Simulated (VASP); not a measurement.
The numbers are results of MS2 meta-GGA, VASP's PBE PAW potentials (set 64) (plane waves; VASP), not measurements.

Input for VASP

File KPOINTS:
```
Automatic mesh
0
Gamma
8 8 8
0 0 0
```

### POSCAR
```
GaP
1
    0.0000000000     2.7172768141     2.7172768141
    2.7172768141     0.0000000000     2.7172768141
    2.7172768141     2.7172768141     0.0000000000
Ga P
1 1
Direct
  0.0000000000   0.0000000000   0.0000000000
  0.2500000000   0.2500000000   0.2500000000
```

INCAR:
```
! general
SYSTEM =GaP
PREC   =Accurate
ENCUT  =520
LREAL  =.FALSE.
LASPH  =.TRUE.

! electronic loop
EDIFF  =1E-7
NELM   =100
ALGO   =Normal
LMAXMIX=4
LMIXTAU=.TRUE.

! smearing
ISMEAR =0
SIGMA  =0.05

! functional
METAGGA=MS2

! ions
ISIF   =2

! output
LWAVE  =.FALSE.
LCHARG =.FALSE.
```

POTCAR, in this order: Ga_d P (PBE.64 set). Program: vasp_std.

Output of the run:

### OUTCAR
```
 ion  position               nearest neighbor table
   1  0.000  0.000  0.000-   2 2.35   2 2.35   2 2.35   2 2.35
   2  0.250  0.250  0.250-   1 2.35   1 2.35   1 2.35   1 2.35
  LATTYP: Found a face centered cubic cell.
 ALAT       =     5.4345536282
 Subroutine PRICEL returns:
 Original cell was already a primitive cell.
 Subroutine GETGRP returns: Found 24 space group operations
The static configuration has the point symmetry T_d .
The dynamic configuration has the point symmetry T_d .
 Subroutine INISYM returns: Found 24 space group operations
 Subroutine IBZKPT returns following result:
 Found     29 irreducible k-points:

 Following reciprocal coordinates:
            Coordinates               Weight
  0.000000  0.000000  0.000000      1.000000
  0.125000  0.000000  0.000000      8.000000
  0.250000  0.000000  0.000000      8.000000
  0.375000  0.000000  0.000000      8.000000
  0.500000  0.000000  0.000000      4.000000
  0.125000  0.125000  0.000000      6.000000
  0.250000  0.125000  0.000000     24.000000
  0.375000  0.125000  0.000000     24.000000
  0.500000  0.125000  0.000000     24.000000
...
```

### OSZICAR
```
       N       E                     dE             d eps       ncg     rms          rms(c)
DAV:   1     0.560859062073E+02    0.56086E+02   -0.84126E+03   770   0.182E+03
DAV:   2    -0.196885306067E+02   -0.75774E+02   -0.72627E+02   834   0.301E+02
DAV:   3    -0.248580125825E+02   -0.51695E+01   -0.48850E+01   949   0.660E+01
DAV:   4    -0.249364835434E+02   -0.78471E-01   -0.78429E-01   881   0.893E+00
DAV:   5    -0.249381799969E+02   -0.16965E-02   -0.16964E-02   949   0.118E+00    0.670E+00
DAV:   6    -0.147639377709E+02    0.10174E+02   -0.59426E+00  1039   0.587E+01    0.261E+00
DAV:   7    -0.149786354676E+02   -0.21470E+00   -0.74274E-01   764   0.148E+01    0.248E+00
DAV:   8    -0.149725718658E+02    0.60636E-02   -0.46973E-01   764   0.830E+00    0.641E-01
DAV:   9    -0.149871374397E+02   -0.14566E-01   -0.68750E-02   774   0.383E+00    0.332E-01
DAV:  10    -0.148673941007E+02    0.11974E+00   -0.97814E-02   754   0.520E+00    0.998E-02
DAV:  11    -0.149889586886E+02   -0.12156E+00   -0.65309E-02   754   0.386E+00    0.119E-01
DAV:  12    -0.149892679017E+02   -0.30921E-03   -0.93636E-04   919   0.354E-01    0.887E-02
DAV:  13    -0.149891157503E+02    0.15215E-03   -0.23554E-04   774   0.190E-01    0.375E-02
DAV:  14    -0.149893122456E+02   -0.19650E-03   -0.35236E-04   764   0.270E-01    0.147E-02
DAV:  15    -0.149892873029E+02    0.24943E-04   -0.50626E-05   878   0.102E-01    0.631E-03
DAV:  16    -0.149893030650E+02   -0.15762E-04   -0.46794E-06   839   0.247E-02    0.486E-03
DAV:  17    -0.149893139045E+02   -0.10839E-04   -0.80516E-06   789   0.601E-02    0.684E-03
DAV:  18    -0.149893230042E+02   -0.90997E-05   -0.28744E-06   789   0.258E-02    0.140E-03
DAV:  19    -0.149893253407E+02   -0.23365E-05   -0.14498E-07   685   0.729E-03    0.742E-04
DAV:  20    -0.149893292977E+02   -0.39570E-05   -0.60635E-08   537   0.343E-03    0.486E-04
DAV:  21    -0.149893293724E+02   -0.74784E-07   -0.32291E-08   407   0.355E-03
   1 F= -.14989329E+02 E0= -.14989329E+02  d E =-.118459E-15
```

File OUTCAR:
```
------------------------ aborting loop because EDIFF is reached ----------------------------------------
  FORCE on cell =-STRESS in cart. coord.  units (eV):
  Direction    XX          YY          ZZ          XY          YZ          ZX
  --------------------------------------------------------------------------------------
  Total        0.0006835      0.0006835      0.0006835      0.0000000      0.0000000     -0.0000000
  in kB        0.0272896      0.0272896      0.0272896      0.0000000      0.0000000     -0.0000000
  external PRESSURE =       0.0272896 kB  Pullay stress =       0.0000000 kB
  volume of cell :       40.13
      direct lattice vectors                 reciprocal lattice vectors
     0.000000000  2.717276814  2.717276814    -0.184007753  0.184007753  0.184007753
     2.717276814  0.000000000  2.717276814     0.184007753 -0.184007753  0.184007753
     2.717276814  2.717276814  0.000000000     0.184007753  0.184007753 -0.184007753
  FREE ENERGIE OF THE ION-ELECTRON SYSTEM (eV)
  ---------------------------------------------------
  free  energy   TOTEN  =       -14.9893293724 eV

  energy  without entropy=      -14.9893293724  energy(sigma->0) =      -14.98932937
```
(Selected blocks of OUTCAR.)

The compound is GaP in the zinc blende structure. It was relaxed first.
